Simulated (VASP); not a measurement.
Write the native input for VASP 6.6.1 that does the following.

```
Task                   : single point
Functional             : r2SCAN
Potentials or basis    : VASP PAW PBE potentials, release 64 (Pt, Br)
Cutoff                 : 520 eV
k mesh                 : 6 × 6 × 6
Occupations            : gaussian, width 0.05 eV
Spin                   : collinear spin, ferromagnetic start
Starting moments       : [0.5, 0.0, 0.0] μB
Hubbard terms          : Pt d U = 7 eV
Further INCAR settings : ALGO = Normal; EDIFF = 1e-06
```

The structure of PtBr2 lies in POSCAR:

```
PtBr2
1.0
    2.0275947800      1.1706323900      6.1301826500
   -2.0275947800      1.1706323900      6.1301826500
    0.0000000000     -2.3412647800      6.1301826500
Pt Br
1 2
Direct
    0.0000000000      0.0000000000      0.0000000000
    0.2520000000      0.2520000000      0.2520000000
    0.7480000000      0.7480000000      0.7480000000
```

The cell was built by a generator and needn't be a form met in nature.

The input as run:

INCAR

```
ALGO = Normal ; EDIFF = 1E-6
ENCUT = 520 ; ISIF = 2
ISMEAR = 0 ; ISPIN = 2
LASPH = True ; LCHARG = False
LDAU = True ; LDAUJ = 0 0
LDAUL = 2 -1 ; LDAUPRINT = 1
LDAUTYPE = 2 ; LDAUU = 7 0
LMAXMIX = 4 ; LMIXTAU = True
LORBIT = 11 ; LREAL = False
LWAVE = False ; MAGMOM = 0.5 0 0
METAGGA = R2SCAN ; NELM = 80
PREC = Accurate ; SIGMA = 0.05
```

KPOINTS

```
k-points
0
Gamma
  6 6 6
```

Potentials or basis: VASP PAW PBE potentials, release 64 (Pt, Br).

Run with:

```bash
$ cat potpaw_PBE.64/Pt/POTCAR potpaw_PBE.64/Br/POTCAR > POTCAR
$ mpirun -np 1 vasp_std > vasp.out
```

Results of the run:

```json
{
 "Pressure": "-3.6 GPa",
 "Largest force": "0.497 eV/Å",
 "Band gap on the k mesh": "2.91 eV, indirect (least direct gap 3.06 eV)",
 "Net moment": "2.00 μB per cell",
 "Site moments": "Pt +1.66; Br +0.16 μB",
 "Valence electrons inside the program's atomic spheres": "Pt 8.88; Br 4.86"
}
```

Caveat: the PAW data sets were made with another functional, which shifts forces and pressure a little; spin-orbit coupling is left out, which moves the levels of the heavy elements.

It took 14 min on 1 thread of Intel(R) Xeon(R) Platinum 8488C (Sapphire Rapids), with other jobs on the host, peak memory 0.52 GiB.
